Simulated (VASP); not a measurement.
BN (relaxed from the rock salt structure, space group Fm-3m): computed properties

The numbers are results of PBEsol GGA, VASP's PBE PAW potentials (set 64) (plane waves; VASP 6.6.1), not measurements.

| Item | Result |
|---|---|
| space group | Fm-3m (225) |
| cell | a = b = c = 3.484 Å, α = β = γ = 90.00° |
| volume per atom | 5.29 Å³/atom |
| band gap (over mesh and band path) | 1.28 eV |
| smallest direct gap (over mesh and band path) | 5.86 eV |
| band-edge character | indirect, K-Γ at 0.57 to X |
| density | 3.90 g/cm³ |

```
CELL_PARAMETERS angstrom
      0.00000     1.74224     1.74224
      1.74224     0.00000     1.74224
      1.74224     1.74224     0.00000
ATOMIC_POSITIONS crystal
  B  0.00000 0.00000 0.00000
  N  0.50000 0.50000 0.50000
```

The structure was generated: BN was put into the rock salt type (Fm-3m), which need not be its known phase. It was relaxed first, which changed the volume by +13 %. Symmetry was kept, so distortions that lower it aren't found.
